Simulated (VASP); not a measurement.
OSZICAR of a VASP run on BeMg$_{3}$Te$_{4}$ (ordered alloy cell):

**OSZICAR**
```
       N       E                     dE             d eps       ncg     rms          rms(c)
DAV:   1     0.112762100189E+03    0.11276E+03   -0.95141E+03   672   0.951E+02
DAV:   2    -0.196846533549E+02   -0.13245E+03   -0.12672E+03   967   0.150E+02
DAV:   3    -0.289771045111E+02   -0.92925E+01   -0.92604E+01   835   0.457E+01
DAV:   4    -0.292018233546E+02   -0.22472E+00   -0.22452E+00   929   0.854E+00
DAV:   5    -0.292052850646E+02   -0.34617E-02   -0.34614E-02   813   0.112E+00    0.594E+00
DAV:   6    -0.285765832926E+02    0.62870E+00   -0.95208E-01   762   0.371E+00    0.397E+00
DAV:   7    -0.284492166684E+02    0.12737E+00   -0.63938E-01   802   0.313E+00    0.159E+00
DAV:   8    -0.284500071963E+02   -0.79053E-03   -0.34361E-02   782   0.961E-01    0.507E-01
DAV:   9    -0.284505902653E+02   -0.58307E-03   -0.32228E-03   822   0.297E-01    0.160E-01
DAV:  10    -0.284506957309E+02   -0.10547E-03   -0.79479E-04   782   0.120E-01    0.535E-02
DAV:  11    -0.284507206510E+02   -0.24920E-04   -0.95416E-05   822   0.527E-02    0.176E-02
DAV:  12    -0.284507343901E+02   -0.13739E-04   -0.29471E-05   858   0.291E-02    0.791E-03
DAV:  13    -0.284507358281E+02   -0.14380E-05   -0.59129E-06   812   0.121E-02    0.341E-03
DAV:  14    -0.284507358754E+02   -0.47262E-07   -0.27833E-07   506   0.311E-03
   1 F= -.28450736E+02 E0= -.28450736E+02  d E =-.284507E+02
       N       E                     dE             d eps       ncg     rms          rms(c)
DAV:   1    -0.284514692218E+02   -0.73339E-03   -0.15447E-02   747   0.558E-01    0.950E-02
DAV:   2    -0.284513260671E+02    0.14315E-03   -0.57016E-04   802   0.127E-01    0.366E-02
DAV:   3    -0.284512514164E+02    0.74651E-04   -0.85192E-05   827   0.449E-02    0.207E-02
DAV:   4    -0.284512325248E+02    0.18892E-04   -0.52681E-05   812   0.335E-02    0.627E-03
DAV:   5    -0.284512330982E+02   -0.57332E-06   -0.60344E-06   740   0.115E-02
   2 F= -.28451233E+02 E0= -.28451233E+02  d E =-.497223E-03
       N       E                     dE             d eps       ncg     rms          rms(c)
DAV:   1    -0.284519192658E+02   -0.68674E-03   -0.28958E-02   707   0.764E-01    0.133E-01
DAV:   2    -0.284516501668E+02    0.26910E-03   -0.10714E-03   802   0.174E-01    0.494E-02
DAV:   3    -0.284515089492E+02    0.14122E-03   -0.16169E-04   822   0.618E-02    0.276E-02
DAV:   4    -0.284514738315E+02    0.35118E-04   -0.98383E-05   812   0.457E-02    0.847E-03
DAV:   5    -0.284514748649E+02   -0.10334E-05   -0.11260E-05   777   0.157E-02    0.822E-03
DAV:   6    -0.284514748513E+02    0.13622E-07   -0.21733E-07   461   0.302E-03
   3 F= -.28451475E+02 E0= -.28451475E+02  d E =-.738976E-03
       N       E                     dE             d eps       ncg     rms          rms(c)
DAV:   1    -0.284517623537E+02   -0.28749E-03   -0.11553E-02   717   0.500E-01    0.573E-02
DAV:   2    -0.284517654504E+02   -0.30966E-05   -0.48327E-04   787   0.104E-01    0.231E-02
DAV:   3    -0.284517497281E+02    0.15722E-04   -0.18931E-05   787   0.228E-02    0.146E-02
DAV:   4    -0.284517429013E+02    0.68267E-05   -0.13529E-05   817   0.169E-02    0.358E-03
DAV:   5    -0.284517429149E+02   -0.13597E-07   -0.14451E-06   496   0.576E-03
   4 F= -.28451743E+02 E0= -.28451743E+02  d E =-.268064E-03
```

Task: Which electronic solver shows in the log?

Result: It is blocked Davidson (ALGO = Normal, or the opening steps of other solvers). The INCAR had ALGO = Normal.

Task: Can the final energy be trusted as converged?

Result: The calculation finished and met its thresholds. It stopped with EDIFF = 1E-6, NELM = 100, NSW = 60 and EDIFFG = -0.02 after 4 ionic steps (PBEsol GGA, plane waves, VASP's PBE PAW potentials (set 64)).

The structure was generated: BeMg3Te4 was put into an ordered model structure (Amm2), which need not be its known phase. This run relaxes it. Symmetry was kept, so distortions that lower it aren't found. The start is the result of an earlier pass.
